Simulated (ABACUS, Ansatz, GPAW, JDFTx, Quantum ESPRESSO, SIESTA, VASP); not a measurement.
## SrCl2: programs and potentials compared

```xyz
3
Lattice="0.0000 3.4884 3.4884 3.4884 0.0000 3.4884 3.4884 3.4884 0.0000" Properties=species:S:1:pos:R:3 pbc="T T T"
Sr    0.0000    0.0000    0.0000
Cl    5.2325    5.2325    5.2325
Cl    1.7442    1.7442    1.7442
```

Alike in all runs: task single point; functional PBEsol; k mesh 7 × 7 × 7; occupations fermi-dirac, width 0.05 eV; no spin polarisation; no spin-orbit coupling. Pressure is positive in compression and, in plane waves, holds the error of the finite cutoff.

```
                                                                                                           program and potentials  plane-wave cutoff (eV)                    notes  pressure (GPa)
SIESTA, files PseudoDojo sr-pbesol-0.4.1-standard, DZP (energy shift 0.003 Ry; two zetas on semicore shells; d shell added on Sr)                       -             atomic basis           -0.85
                                                                                                Quantum ESPRESSO, GBRV 1.5 PBEsol                     612                        -           -1.08
                                                                                   Ansatz, all-electron LAPW, scalar-relativistic                       -                        -           -1.06
                                                                                            VASP, PBE PAW files Cl, Sr_sv, 520 eV                     520  potentials made for PBE           -0.94
                                                                                GPAW, PAW data sets generated for this functional                     600                        -           -0.99
                                                                      ABACUS, PseudoDojo NC SR 0.4.1 PBEsol standard, plane waves                     925                        -           -1.08
                                                                   JDFTx, PseudoDojo-SR-PBEsol-0.4.1-standard with smoothed tails                     925                        -           -1.08
```

The pressure spans -1.08 (ABACUS, PseudoDojo NC SR 0.4.1 PBEsol standard, plane waves) to -0.85 GPa (SIESTA, files PseudoDojo sr-pbesol-0.4.1-standard, DZP (energy shift 0.003 Ry; two zetas on semicore shells; d shell added on Sr)), with all-electron results at -1.06. Rows in atomic bases carry the error of their basis and grid, which can be large.

The functional is the same throughout but for its coding, so the spread measures potentials, basis and numerics; runs on potential files found faulty are left out.
